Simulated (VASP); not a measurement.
# Fitting the r2SCAN energy curve of BaAs

```
Ba As
1.0
     4.02459    0.00000    0.00000
     0.00000    4.02459    0.00000
     0.00000    0.00000    4.02459
Ba As
1 1
Direct
  0.00000 0.00000 0.00000
  0.50000 0.50000 0.50000
```

The cell was scaled at fixed shape and fractions and run with VASP, PBE PAW files As, Ba_sv, 520 eV; r2SCAN, k mesh 7 × 7 × 7 on the cell of 2 atoms, fermi-dirac occupations of 0.05 eV, no spin polarisation, no spin-orbit coupling. The potentials were made for PBE. Energies are those that the program minimises, any entropy of the smearing included. For a metal such a mesh isn't converged to the digits shown.

```tsv
V (Å³/atom)	energy over the lowest row (meV/atom)
30.6381	17.268
31.2899	7.804
31.9418	?
32.5937	0.000
33.2456	0.950
33.8974	4.725
34.5493	11.071
```

Question: Fit the third-order Birch-Murnaghan form, give V0, B0 and B′, and predict the energy left open.

Answer: With y = (V0/V)^(2/3), E = E0 + (9 V0 B0/16) [(y - 1)³ B′ + (y - 1)² (6 - 4y)]. Least squares through the rows shown give V0 = 32.7115 Å³/atom, E0 = -0.053 meV, B0 = 37.84 GPa (1 eV/Å³ = 160.218 GPa) and B′ = 4.04, with a largest miss of 0.004 meV. At V = 31.9418 the form with these constants gives 2.173 meV; the run gave 2.173 meV an atom.
